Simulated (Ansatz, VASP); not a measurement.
# Cross-check of GaSb between VASP and Ansatz, part 2 of 3

One calculation is typed for both programs; each brings its own data sets. How far apart do they land? The cell is taken from a series of runs on this material, whose earlier steps may have relaxed, scaled, displaced or heated it; both programs get it as it stands.

VASP 6.6.1 and Ansatz 0.2.0.

So far: The structure; Ansatz: zone-centre phonons, LDA.

## 3. VASP: zone-centre phonons, LDA

Level of this step: LDA; plane waves and PAW (Ga_d, Sb) (VASP).

The same cell, functional (in two slightly different forms), mesh and smearing now go to VASP, with its own data sets.

Lines of VASP's logs that name or quote its potential files are left out, and so is its time.

Input file INCAR:

```
SYSTEM = GaSb
PREC = Accurate
ENCUT = 500
EDIFF = 1E-08
NELM = 120
ISMEAR = 0
SIGMA = 0.015
LREAL = .FALSE.
ALGO = Normal
GGA = CA
NBANDS = 15
LORBIT = 11
LWAVE = .FALSE.
LCHARG = .FALSE.
ISIF = 2
ISYM = 2
IBRION = 8
LASPH = .TRUE.
GGA_COMPAT = .FALSE.
EFERMI = MIDGAP
KPAR = 2
```

Input file POSCAR:

```
GaSb
1.0
    0.0298061955      3.0241206513      3.0241206513
    3.0241206513      0.0298061955      3.0241206513
    3.0241206513      3.0241206513      0.0298061955
Ga Sb
1 1
Direct
    0.9992700774      0.9992700774      0.9992700774
    0.7507299226      0.7507299226      0.7507299226
```

Input file KPOINTS:

```
Points of the shifted mesh
1728
Reciprocal
 0.0416666667  0.0416666667  0.0416666667 1
 0.0416666667  0.0416666667  0.1250000000 1
 0.0416666667  0.0416666667  0.2083333333 1
 0.0416666667  0.0416666667  0.2916666667 1
 0.0416666667  0.0416666667  0.3750000000 1
 0.0416666667  0.0416666667  0.4583333333 1
 0.0416666667  0.0416666667  0.5416666667 1
 0.0416666667  0.0416666667  0.6250000000 1
 0.0416666667  0.0416666667  0.7083333333 1
 0.0416666667  0.0416666667  0.7916666667 1
 0.0416666667  0.0416666667  0.8750000000 1
 0.0416666667  0.0416666667  0.9583333333 1
 0.0416666667  0.1250000000  0.0416666667 1
 0.0416666667  0.1250000000  0.1250000000 1
 0.0416666667  0.1250000000  0.2083333333 1
 0.0416666667  0.1250000000  0.2916666667 1
 0.0416666667  0.1250000000  0.3750000000 1
 0.0416666667  0.1250000000  0.4583333333 1
 0.0416666667  0.1250000000  0.5416666667 1
 0.0416666667  0.1250000000  0.6250000000 1
 0.0416666667  0.1250000000  0.7083333333 1
 0.0416666667  0.1250000000  0.7916666667 1
 0.0416666667  0.1250000000  0.8750000000 1
 0.0416666667  0.1250000000  0.9583333333 1
 0.0416666667  0.2083333333  0.0416666667 1
 0.0416666667  0.2083333333  0.1250000000 1
 0.0416666667  0.2083333333  0.2083333333 1
 0.0416666667  0.2083333333  0.2916666667 1
 0.0416666667  0.2083333333  0.3750000000 1
 0.0416666667  0.2083333333  0.4583333333 1
 0.0416666667  0.2083333333  0.5416666667 1
 0.0416666667  0.2083333333  0.6250000000 1
 0.0416666667  0.2083333333  0.7083333333 1
 0.0416666667  0.2083333333  0.7916666667 1
 0.0416666667  0.2083333333  0.8750000000 1
 0.0416666667  0.2083333333  0.9583333333 1
 0.0416666667  0.2916666667  0.0416666667 1
 0.0416666667  0.2916666667  0.1250000000 1
 0.0416666667  0.2916666667  0.2083333333 1
 0.0416666667  0.2916666667  0.2916666667 1
 0.0416666667  0.2916666667  0.3750000000 1
 0.0416666667  0.2916666667  0.4583333333 1
 0.0416666667  0.2916666667  0.5416666667 1
 0.0416666667  0.2916666667  0.6250000000 1
 0.0416666667  0.2916666667  0.7083333333 1
 0.0416666667  0.2916666667  0.7916666667 1
 0.0416666667  0.2916666667  0.8750000000 1
 0.0416666667  0.2916666667  0.9583333333 1
 0.0416666667  0.3750000000  0.0416666667 1
 0.0416666667  0.3750000000  0.1250000000 1
 0.0416666667  0.3750000000  0.2083333333 1
 0.0416666667  0.3750000000  0.2916666667 1
 0.0416666667  0.3750000000  0.3750000000 1
 0.0416666667  0.3750000000  0.4583333333 1
 0.0416666667  0.3750000000  0.5416666667 1
 0.0416666667  0.3750000000  0.6250000000 1
 0.0416666667  0.3750000000  0.7083333333 1
 0.0416666667  0.3750000000  0.7916666667 1
 0.0416666667  0.3750000000  0.8750000000 1
 0.0416666667  0.3750000000  0.9583333333 1
 0.0416666667  0.4583333333  0.0416666667 1
 0.0416666667  0.4583333333  0.1250000000 1
 0.0416666667  0.4583333333  0.2083333333 1
 0.0416666667  0.4583333333  0.2916666667 1
 0.0416666667  0.4583333333  0.3750000000 1
 0.0416666667  0.4583333333  0.4583333333 1
 0.0416666667  0.4583333333  0.5416666667 1
 0.0416666667  0.4583333333  0.6250000000 1
 0.0416666667  0.4583333333  0.7083333333 1
 0.0416666667  0.4583333333  0.7916666667 1
 0.0416666667  0.4583333333  0.8750000000 1
 0.0416666667  0.4583333333  0.9583333333 1
 0.0416666667  0.5416666667  0.0416666667 1
 0.0416666667  0.5416666667  0.1250000000 1
 0.0416666667  0.5416666667  0.2083333333 1
 0.0416666667  0.5416666667  0.2916666667 1
 0.0416666667  0.5416666667  0.3750000000 1
 0.0416666667  0.5416666667  0.4583333333 1
 0.0416666667  0.5416666667  0.5416666667 1
 0.0416666667  0.5416666667  0.6250000000 1
 0.0416666667  0.5416666667  0.7083333333 1
 0.0416666667  0.5416666667  0.7916666667 1
 0.0416666667  0.5416666667  0.8750000000 1
 0.0416666667  0.5416666667  0.9583333333 1
 0.0416666667  0.6250000000  0.0416666667 1
 0.0416666667  0.6250000000  0.1250000000 1
 0.0416666667  0.6250000000  0.2083333333 1
 0.0416666667  0.6250000000  0.2916666667 1
 0.0416666667  0.6250000000  0.3750000000 1
 0.0416666667  0.6250000000  0.4583333333 1
 0.0416666667  0.6250000000  0.5416666667 1
 0.0416666667  0.6250000000  0.6250000000 1
 0.0416666667  0.6250000000  0.7083333333 1
 0.0416666667  0.6250000000  0.7916666667 1
 0.0416666667  0.6250000000  0.8750000000 1
 0.0416666667  0.6250000000  0.9583333333 1
 0.0416666667  0.7083333333  0.0416666667 1
 0.0416666667  0.7083333333  0.1250000000 1
 0.0416666667  0.7083333333  0.2083333333 1
 0.0416666667  0.7083333333  0.2916666667 1
 0.0416666667  0.7083333333  0.3750000000 1
 0.0416666667  0.7083333333  0.4583333333 1
 0.0416666667  0.7083333333  0.5416666667 1
 0.0416666667  0.7083333333  0.6250000000 1
 0.0416666667  0.7083333333  0.7083333333 1
 0.0416666667  0.7083333333  0.7916666667 1
 0.0416666667  0.7083333333  0.8750000000 1
 0.0416666667  0.7083333333  0.9583333333 1
 0.0416666667  0.7916666667  0.0416666667 1
 0.0416666667  0.7916666667  0.1250000000 1
 0.0416666667  0.7916666667  0.2083333333 1
 0.0416666667  0.7916666667  0.2916666667 1
[... 1390 lines left out ...]
 0.8750000000  0.4583333333  0.1250000000 1
 0.8750000000  0.4583333333  0.2083333333 1
 0.8750000000  0.4583333333  0.2916666667 1
 0.8750000000  0.4583333333  0.3750000000 1
 0.8750000000  0.4583333333  0.4583333333 1
 0.8750000000  0.4583333333  0.5416666667 1
 0.8750000000  0.4583333333  0.6250000000 1
 0.8750000000  0.4583333333  0.7083333333 1
 0.8750000000  0.4583333333  0.7916666667 1
 0.8750000000  0.4583333333  0.8750000000 1
 0.8750000000  0.4583333333  0.9583333333 1
 0.8750000000  0.5416666667  0.0416666667 1
 0.8750000000  0.5416666667  0.1250000000 1
 0.8750000000  0.5416666667  0.2083333333 1
 0.8750000000  0.5416666667  0.2916666667 1
 0.8750000000  0.5416666667  0.3750000000 1
 0.8750000000  0.5416666667  0.4583333333 1
 0.8750000000  0.5416666667  0.5416666667 1
 0.8750000000  0.5416666667  0.6250000000 1
 0.8750000000  0.5416666667  0.7083333333 1
 0.8750000000  0.5416666667  0.7916666667 1
 0.8750000000  0.5416666667  0.8750000000 1
 0.8750000000  0.5416666667  0.9583333333 1
 0.8750000000  0.6250000000  0.0416666667 1
 0.8750000000  0.6250000000  0.1250000000 1
 0.8750000000  0.6250000000  0.2083333333 1
 0.8750000000  0.6250000000  0.2916666667 1
 0.8750000000  0.6250000000  0.3750000000 1
 0.8750000000  0.6250000000  0.4583333333 1
 0.8750000000  0.6250000000  0.5416666667 1
 0.8750000000  0.6250000000  0.6250000000 1
 0.8750000000  0.6250000000  0.7083333333 1
 0.8750000000  0.6250000000  0.7916666667 1
 0.8750000000  0.6250000000  0.8750000000 1
 0.8750000000  0.6250000000  0.9583333333 1
 0.8750000000  0.7083333333  0.0416666667 1
 0.8750000000  0.7083333333  0.1250000000 1
 0.8750000000  0.7083333333  0.2083333333 1
 0.8750000000  0.7083333333  0.2916666667 1
 0.8750000000  0.7083333333  0.3750000000 1
 0.8750000000  0.7083333333  0.4583333333 1
 0.8750000000  0.7083333333  0.5416666667 1
 0.8750000000  0.7083333333  0.6250000000 1
 0.8750000000  0.7083333333  0.7083333333 1
 0.8750000000  0.7083333333  0.7916666667 1
 0.8750000000  0.7083333333  0.8750000000 1
 0.8750000000  0.7083333333  0.9583333333 1
 0.8750000000  0.7916666667  0.0416666667 1
 0.8750000000  0.7916666667  0.1250000000 1
 0.8750000000  0.7916666667  0.2083333333 1
 0.8750000000  0.7916666667  0.2916666667 1
 0.8750000000  0.7916666667  0.3750000000 1
 0.8750000000  0.7916666667  0.4583333333 1
 0.8750000000  0.7916666667  0.5416666667 1
 0.8750000000  0.7916666667  0.6250000000 1
 0.8750000000  0.7916666667  0.7083333333 1
 0.8750000000  0.7916666667  0.7916666667 1
 0.8750000000  0.7916666667  0.8750000000 1
 0.8750000000  0.7916666667  0.9583333333 1
 0.8750000000  0.8750000000  0.0416666667 1
 0.8750000000  0.8750000000  0.1250000000 1
 0.8750000000  0.8750000000  0.2083333333 1
 0.8750000000  0.8750000000  0.2916666667 1
 0.8750000000  0.8750000000  0.3750000000 1
 0.8750000000  0.8750000000  0.4583333333 1
 0.8750000000  0.8750000000  0.5416666667 1
 0.8750000000  0.8750000000  0.6250000000 1
 0.8750000000  0.8750000000  0.7083333333 1
 0.8750000000  0.8750000000  0.7916666667 1
 0.8750000000  0.8750000000  0.8750000000 1
 0.8750000000  0.8750000000  0.9583333333 1
 0.8750000000  0.9583333333  0.0416666667 1
 0.8750000000  0.9583333333  0.1250000000 1
 0.8750000000  0.9583333333  0.2083333333 1
 0.8750000000  0.9583333333  0.2916666667 1
 0.8750000000  0.9583333333  0.3750000000 1
 0.8750000000  0.9583333333  0.4583333333 1
 0.8750000000  0.9583333333  0.5416666667 1
 0.8750000000  0.9583333333  0.6250000000 1
 0.8750000000  0.9583333333  0.7083333333 1
 0.8750000000  0.9583333333  0.7916666667 1
 0.8750000000  0.9583333333  0.8750000000 1
 0.8750000000  0.9583333333  0.9583333333 1
 0.9583333333  0.0416666667  0.0416666667 1
 0.9583333333  0.0416666667  0.1250000000 1
 0.9583333333  0.0416666667  0.2083333333 1
 0.9583333333  0.0416666667  0.2916666667 1
 0.9583333333  0.0416666667  0.3750000000 1
 0.9583333333  0.0416666667  0.4583333333 1
 0.9583333333  0.0416666667  0.5416666667 1
 0.9583333333  0.0416666667  0.6250000000 1
 0.9583333333  0.0416666667  0.7083333333 1
 0.9583333333  0.0416666667  0.7916666667 1
 0.9583333333  0.0416666667  0.8750000000 1
 0.9583333333  0.0416666667  0.9583333333 1
 0.9583333333  0.1250000000  0.0416666667 1
 0.9583333333  0.1250000000  0.1250000000 1
 0.9583333333  0.1250000000  0.2083333333 1
 0.9583333333  0.1250000000  0.2916666667 1
 0.9583333333  0.1250000000  0.3750000000 1
 0.9583333333  0.1250000000  0.4583333333 1
 0.9583333333  0.1250000000  0.5416666667 1
 0.9583333333  0.1250000000  0.6250000000 1
 0.9583333333  0.1250000000  0.7083333333 1
 0.9583333333  0.1250000000  0.7916666667 1
 0.9583333333  0.1250000000  0.8750000000 1
 0.9583333333  0.1250000000  0.9583333333 1
 0.9583333333  0.2083333333  0.0416666667 1
 0.9583333333  0.2083333333  0.1250000000 1
 0.9583333333  0.2083333333  0.2083333333 1
 0.9583333333  0.2083333333  0.2916666667 1
 0.9583333333  0.2083333333  0.3750000000 1
 0.9583333333  0.2083333333  0.4583333333 1
 0.9583333333  0.2083333333  0.5416666667 1
 0.9583333333  0.2083333333  0.6250000000 1
 0.9583333333  0.2083333333  0.7083333333 1
 0.9583333333  0.2083333333  0.7916666667 1
 0.9583333333  0.2083333333  0.8750000000 1
 0.9583333333  0.2083333333  0.9583333333 1
 0.9583333333  0.2916666667  0.0416666667 1
 0.9583333333  0.2916666667  0.1250000000 1
 0.9583333333  0.2916666667  0.2083333333 1
 0.9583333333  0.2916666667  0.2916666667 1
 0.9583333333  0.2916666667  0.3750000000 1
 0.9583333333  0.2916666667  0.4583333333 1
 0.9583333333  0.2916666667  0.5416666667 1
 0.9583333333  0.2916666667  0.6250000000 1
 0.9583333333  0.2916666667  0.7083333333 1
 0.9583333333  0.2916666667  0.7916666667 1
 0.9583333333  0.2916666667  0.8750000000 1
 0.9583333333  0.2916666667  0.9583333333 1
 0.9583333333  0.3750000000  0.0416666667 1
 0.9583333333  0.3750000000  0.1250000000 1
 0.9583333333  0.3750000000  0.2083333333 1
 0.9583333333  0.3750000000  0.2916666667 1
 0.9583333333  0.3750000000  0.3750000000 1
 0.9583333333  0.3750000000  0.4583333333 1
 0.9583333333  0.3750000000  0.5416666667 1
 0.9583333333  0.3750000000  0.6250000000 1
 0.9583333333  0.3750000000  0.7083333333 1
 0.9583333333  0.3750000000  0.7916666667 1
 0.9583333333  0.3750000000  0.8750000000 1
 0.9583333333  0.3750000000  0.9583333333 1
 0.9583333333  0.4583333333  0.0416666667 1
 0.9583333333  0.4583333333  0.1250000000 1
 0.9583333333  0.4583333333  0.2083333333 1
 0.9583333333  0.4583333333  0.2916666667 1
 0.9583333333  0.4583333333  0.3750000000 1
 0.9583333333  0.4583333333  0.4583333333 1
 0.9583333333  0.4583333333  0.5416666667 1
 0.9583333333  0.4583333333  0.6250000000 1
 0.9583333333  0.4583333333  0.7083333333 1
 0.9583333333  0.4583333333  0.7916666667 1
 0.9583333333  0.4583333333  0.8750000000 1
 0.9583333333  0.4583333333  0.9583333333 1
 0.9583333333  0.5416666667  0.0416666667 1
 0.9583333333  0.5416666667  0.1250000000 1
 0.9583333333  0.5416666667  0.2083333333 1
 0.9583333333  0.5416666667  0.2916666667 1
 0.9583333333  0.5416666667  0.3750000000 1
 0.9583333333  0.5416666667  0.4583333333 1
 0.9583333333  0.5416666667  0.5416666667 1
 0.9583333333  0.5416666667  0.6250000000 1
 0.9583333333  0.5416666667  0.7083333333 1
 0.9583333333  0.5416666667  0.7916666667 1
 0.9583333333  0.5416666667  0.8750000000 1
 0.9583333333  0.5416666667  0.9583333333 1
 0.9583333333  0.6250000000  0.0416666667 1
 0.9583333333  0.6250000000  0.1250000000 1
 0.9583333333  0.6250000000  0.2083333333 1
 0.9583333333  0.6250000000  0.2916666667 1
 0.9583333333  0.6250000000  0.3750000000 1
 0.9583333333  0.6250000000  0.4583333333 1
 0.9583333333  0.6250000000  0.5416666667 1
 0.9583333333  0.6250000000  0.6250000000 1
 0.9583333333  0.6250000000  0.7083333333 1
 0.9583333333  0.6250000000  0.7916666667 1
 0.9583333333  0.6250000000  0.8750000000 1
 0.9583333333  0.6250000000  0.9583333333 1
 0.9583333333  0.7083333333  0.0416666667 1
 0.9583333333  0.7083333333  0.1250000000 1
 0.9583333333  0.7083333333  0.2083333333 1
 0.9583333333  0.7083333333  0.2916666667 1
 0.9583333333  0.7083333333  0.3750000000 1
 0.9583333333  0.7083333333  0.4583333333 1
 0.9583333333  0.7083333333  0.5416666667 1
 0.9583333333  0.7083333333  0.6250000000 1
 0.9583333333  0.7083333333  0.7083333333 1
 0.9583333333  0.7083333333  0.7916666667 1
 0.9583333333  0.7083333333  0.8750000000 1
 0.9583333333  0.7083333333  0.9583333333 1
 0.9583333333  0.7916666667  0.0416666667 1
 0.9583333333  0.7916666667  0.1250000000 1
 0.9583333333  0.7916666667  0.2083333333 1
 0.9583333333  0.7916666667  0.2916666667 1
 0.9583333333  0.7916666667  0.3750000000 1
 0.9583333333  0.7916666667  0.4583333333 1
 0.9583333333  0.7916666667  0.5416666667 1
 0.9583333333  0.7916666667  0.6250000000 1
 0.9583333333  0.7916666667  0.7083333333 1
 0.9583333333  0.7916666667  0.7916666667 1
 0.9583333333  0.7916666667  0.8750000000 1
 0.9583333333  0.7916666667  0.9583333333 1
 0.9583333333  0.8750000000  0.0416666667 1
 0.9583333333  0.8750000000  0.1250000000 1
 0.9583333333  0.8750000000  0.2083333333 1
 0.9583333333  0.8750000000  0.2916666667 1
 0.9583333333  0.8750000000  0.3750000000 1
 0.9583333333  0.8750000000  0.4583333333 1
 0.9583333333  0.8750000000  0.5416666667 1
 0.9583333333  0.8750000000  0.6250000000 1
 0.9583333333  0.8750000000  0.7083333333 1
 0.9583333333  0.8750000000  0.7916666667 1
 0.9583333333  0.8750000000  0.8750000000 1
 0.9583333333  0.8750000000  0.9583333333 1
 0.9583333333  0.9583333333  0.0416666667 1
 0.9583333333  0.9583333333  0.1250000000 1
 0.9583333333  0.9583333333  0.2083333333 1
 0.9583333333  0.9583333333  0.2916666667 1
 0.9583333333  0.9583333333  0.3750000000 1
 0.9583333333  0.9583333333  0.4583333333 1
 0.9583333333  0.9583333333  0.5416666667 1
 0.9583333333  0.9583333333  0.6250000000 1
 0.9583333333  0.9583333333  0.7083333333 1
 0.9583333333  0.9583333333  0.7916666667 1
 0.9583333333  0.9583333333  0.8750000000 1
 0.9583333333  0.9583333333  0.9583333333 1
```

PAW data sets: Ga_d and Sb (LDA family, release 64).

Launch:

```sh
$ mpirun -np 2 vasp_std
```

Output:

```text
[banner, memory and clock lines left out]
running    2 mpi-ranks, on    1 nodes
 distrk:  each k-point on    1 cores,    2 groups
 distr:  one band on    1 cores,    1 groups

 POSCAR found type information on POSCAR GaSb
 POSCAR found :  2 types and       2 ions
 LDA part: xc-table for (Slater(with rela. corr.)+CA(PZ))
 , standard interpolation
 POSCAR, INCAR and KPOINTS ok, starting setup
 FFT: planning ... GRIDC
 FFT: planning ... GRID_SOFT
 FFT: planning ... GRID
 WAVECAR not read
 entering main loop
       N       E                     dE             d eps       ncg     rms          rms(c)
DAV:   1     0.808235855855E+02    0.80824E+02   -0.85274E+03 52664   0.146E+03
DAV:   2    -0.248524917224E+01   -0.83309E+02   -0.80382E+02 60611   0.302E+02
DAV:   3    -0.868877082969E+01   -0.62035E+01   -0.61858E+01 62158   0.681E+01
DAV:   4    -0.879929197210E+01   -0.11052E+00   -0.11050E+00 64112   0.102E+01
DAV:   5    -0.880197368272E+01   -0.26817E-02   -0.26817E-02 66724   0.140E+00    0.350E+00
DAV:   6    -0.870737880301E+01    0.94595E-01   -0.77019E-02 77476   0.455E+00    0.204E+00
DAV:   7    -0.866911618496E+01    0.38263E-01   -0.55956E-02 59547   0.191E+00    0.296E-01
DAV:   8    -0.866891327650E+01    0.20291E-03   -0.49895E-03 65641   0.873E-01    0.105E-01
DAV:   9    -0.866898572902E+01   -0.72453E-04   -0.35495E-04 60829   0.165E-01    0.410E-02
DAV:  10    -0.866897806750E+01    0.76615E-05   -0.18462E-05 67876   0.374E-02    0.140E-02
DAV:  11    -0.866898023604E+01   -0.21685E-05   -0.43764E-06 59415   0.192E-02    0.529E-03
DAV:  12    -0.866898020311E+01    0.32925E-07   -0.22569E-07 66120   0.348E-03    0.131E-03
DAV:  13    -0.866898021117E+01   -0.80545E-08   -0.22423E-08 63320   0.143E-03
   1 F= -.86689802E+01 E0= -.86689802E+01  d E =-.104246-149
 Linear response reoptimize wavefunctions to high precision
DAV:   1    -0.866898021122E+01   -0.49113E-10   -0.86104E-10 53060   0.373E-04
 Linear response DOF=           2
 Linear response progress:
  Degree of freedom:   1/  2
       N       E                     dE             d eps       ncg     rms          rms(c)
RMM:   1    -0.168284306429E+00   -0.16828E+00    0.10179E-01 64528   0.859E+00
RMM:   2    -0.166699803566E+00    0.15845E-02   -0.27699E-02 97535   0.139E+00    0.411E-02
RMM:   3    -0.166887151548E+00   -0.18735E-03   -0.40236E-03101024   0.462E-01    0.269E-02
RMM:   4    -0.166876843938E+00    0.10308E-04   -0.21728E-03111148   0.222E-01    0.155E-02
RMM:   5    -0.166863622036E+00    0.13222E-04   -0.85682E-05107948   0.555E-02    0.439E-03
RMM:   6    -0.166864693043E+00   -0.10710E-05   -0.13770E-05107490   0.224E-02    0.678E-04
RMM:   7    -0.166856822398E+00    0.78706E-05   -0.87914E-06105415   0.100E-02    0.613E-04
RMM:   8    -0.166858537829E+00   -0.17154E-05   -0.11412E-06106126   0.467E-03    0.255E-04
RMM:   9    -0.166860221371E+00   -0.16835E-05   -0.29130E-09107511   0.218E-03    0.619E-05
RMM:  10    -0.166860446119E+00   -0.22475E-06   -0.14974E-07106948   0.107E-03    0.502E-05
RMM:  11    -0.166860698365E+00   -0.25225E-06   -0.16131E-07109789   0.532E-04    0.150E-05
RMM:  12    -0.166860798705E+00   -0.10034E-06    0.80217E-08108746   0.275E-04    0.867E-06
RMM:  13    -0.166860849532E+00   -0.50828E-07   -0.18897E-08108593   0.152E-04    0.283E-06
RMM:  14    -0.166860859706E+00   -0.10173E-07   -0.27826E-08109903   0.925E-05    0.201E-06
RMM:  15    -0.166860870460E+00   -0.10754E-07    0.28803E-09109479   0.633E-05    0.987E-07
RMM:  16    -0.166860884426E+00   -0.13966E-07    0.91963E-10111555   0.485E-05    0.694E-07
RMM:  17    -0.166860877951E+00    0.64748E-08   -0.16358E-09100041   0.409E-05    0.582E-07
 first order change of Fermi-energy  -0.15252E+01
 force on displaced ion       1 direction 1 :  -8.790   0.084   0.084
 Linear response progress:
  Degree of freedom:   2/  2
       N       E                     dE             d eps       ncg     rms          rms(c)
RMM:   1    -0.295068782235E-01   -0.29507E-01   -0.12395E-03104247   0.144E+00
RMM:   2    -0.265187721165E-01    0.29881E-02   -0.39146E-03 95226   0.413E-01    0.691E-02
RMM:   3    -0.264500063487E-01    0.68766E-04   -0.23599E-04105172   0.110E-01    0.367E-02
RMM:   4    -0.264704165018E-01   -0.20410E-04   -0.46271E-05105988   0.466E-02    0.472E-03
RMM:   5    -0.264760385952E-01   -0.56221E-05   -0.66578E-06109628   0.163E-02    0.298E-03
RMM:   6    -0.264687914721E-01    0.72471E-05   -0.95960E-07106226   0.533E-03    0.874E-04
RMM:   7    -0.264675961780E-01    0.11953E-05   -0.93706E-08107725   0.165E-03    0.297E-04
RMM:   8    -0.264673109693E-01    0.28521E-06   -0.17108E-08105276   0.618E-04    0.118E-04
RMM:   9    -0.264672278674E-01    0.83102E-07   -0.40082E-09106925   0.238E-04    0.355E-05
RMM:  10    -0.264672218444E-01    0.60229E-08   -0.18008E-09 99802   0.105E-04    0.948E-06
 first order change of Fermi-energy   0.15252E+01
 force on displaced ion       2 direction 1 :  -8.784   0.072   0.072
 Linear response finished
```

(Continued in part 3 of 3.)

[Lines on the potential files, build, host, timing and source positions are cut from VASP's logs without a mark.]

[Logs are printed without paths, hosts, clocks, repeated set-up lines and the standing remarks that a program may print on its own settings, such as how far it seeks lower states.]

[Hosts, paths, dates, database ids (printed as entryN), source tags and the programs' standing remarks are cut or masked in the printed files.]
